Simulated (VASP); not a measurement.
A convergence study with VASP on SrTiO$_{3}$ (cubic perovskite): one setting is varied, all else stays as given below, so the limit is that of these other settings.

```
SrTiO3
1.0
    3.90500     0.00000     0.00000
    0.00000     3.90500     0.00000
    0.00000     0.00000     3.90500
Sr Ti O
1 1 3
Direct
  0.00000   0.00000   0.00000
  0.50000   0.50000   0.50000
  0.50000   0.00000   0.50000
  0.00000   0.50000   0.50000
  0.50000   0.50000   0.00000
```

All values below come from PBE GGA, VASP's PBE PAW potentials (set 64) (plane waves; VASP 6.6.1). The tightest run used: 700 eV cut-off, 14×14×14 Γ-centred mesh, Gaussian smearing of 0.050 eV, potentials Sr_sv Ti_sv O.

Gaps are read on the run's mesh, which can miss a band edge.

Task: The settings run are 2×2×2 mesh; 3×3×3 mesh; 4×4×4 mesh; 5×5×5 mesh; 6×6×6 mesh; 7×7×7 mesh; 8×8×8 mesh; 9×9×9 mesh; 10×10×10 mesh; 11×11×11 mesh; 12×12×12 mesh; 13×13×13 mesh; 14×14×14 mesh. From which on does the stress (every component) stay within 0.2 GPa of the tightest run?

Result: From 4×4×4 mesh on: it is off by 0.05 there and by no more than 0.2 in any finer run, while 3×3×3 mesh is off by 0.32.
| setting | E (eV/atom) | pressure (GPa) | gap on the mesh (eV) | irreducible k-points | difference judged (GPa) |
|---|---|---|---|---|---|
| 2×2×2 mesh | -7.8640 | 7.17 | 1.468 | 4 | 2.42 |
| 3×3×3 mesh | -7.9977 | 5.07 | 2.092 | 4 | 0.32 |
| 4×4×4 mesh | -8.0152 | 4.80 | 1.838 | 10 | 0.05 |
| 5×5×5 mesh | -8.0181 | 4.76 | 1.978 | 10 | 0.01 |
| 6×6×6 mesh | -8.0186 | 4.75 | 1.857 | 20 | 0.00 |
| 7×7×7 mesh | -8.0187 | 4.75 | 1.923 | 20 | 0.00 |
| 8×8×8 mesh | -8.0188 | 4.75 | 1.858 | 35 | 0.00 |
| 9×9×9 mesh | -8.0188 | 4.75 | 1.897 | 35 | 0.00 |
| 10×10×10 mesh | -8.0187 | 4.75 | 1.858 | 56 | 0.00 |
| 11×11×11 mesh | -8.0188 | 4.75 | 1.885 | 56 | 0.00 |
| 12×12×12 mesh | -8.0188 | 4.75 | 1.858 | 84 | 0.00 |
| 13×13×13 mesh | -8.0188 | 4.75 | 1.877 | 84 | 0.00 |
| 14×14×14 mesh | -8.0188 | 4.75 | 1.858 | 120 | 0.00 |

Left out are rungs that failed or repeat a setting and relaxations that didn't move; long series are thinned to 24 rows.

The compound is SrTiO3 in the cubic perovskite structure, the ideal cubic form; the compound distorts at low or room temperature. The cell was not relaxed at this level.
